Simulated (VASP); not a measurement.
An input for Ansatz (written as the equivalent of a VASP run, and not itself run):

Ansatz 0.2 input:
```yaml
crystal:
  lattice:
    - [0.0000000, 2.1050000, 2.1050000]
    - [2.1050000, 0.0000000, 2.1050000]
    - [2.1050000, 2.1050000, 0.0000000]
  atoms:
    - { symbol: Mg, position: [0.0000000, 0.0000000, 0.0000000] }
    - { symbol: O, position: [0.5000000, 0.5000000, 0.5000000] }
kpoints:
  mp_grid: { grid: [10, 10, 10] }
hamiltonian:
  xc: pbesol
  pseudopotentials: { kind: paw }
scf:
  occupations: { method: gaussian, width: 0.05 }
  max_iter: 100
output: { forces: true, stress: true, eigenvalues: true }
```

Q: Translate this input to VASP (INCAR, KPOINTS, POSCAR, choice of POTCAR).

A: One answer among several that fit: 
**POSCAR**
```
MgO
1
    0.0000000000     2.1050000000     2.1050000000
    2.1050000000     0.0000000000     2.1050000000
    2.1050000000     2.1050000000     0.0000000000
Mg O
1 1
Direct
  0.0000000000   0.0000000000   0.0000000000
  0.5000000000   0.5000000000   0.5000000000
```

**KPOINTS**
```
Regular mesh
0
Gamma
10 10 10
```

**INCAR**
```
SYSTEM=MgO
PREC=Accurate; ENCUT=600; LREAL=F
LASPH=T
EDIFF=1E-7; NELM=100; ALGO=Normal
ISMEAR=0; SIGMA=0.05
GGA=PS
ISIF=2
LWAVE=F; LCHARG=F
```

POTCAR, in this order: Mg O (PBE.64 set). Program: vasp_std.

What does not carry over: each code has its own PAW files, so the cut-off isn't converted (ENCUT is set for VASP's; basis.ecutwfc is left out, and Ansatz then takes the one that its files recommend); Ansatz stops its SCF on the density residual and VASP on the energy change (EDIFF).

The compound is MgO in the rock salt structure. The cell was not relaxed at this level.
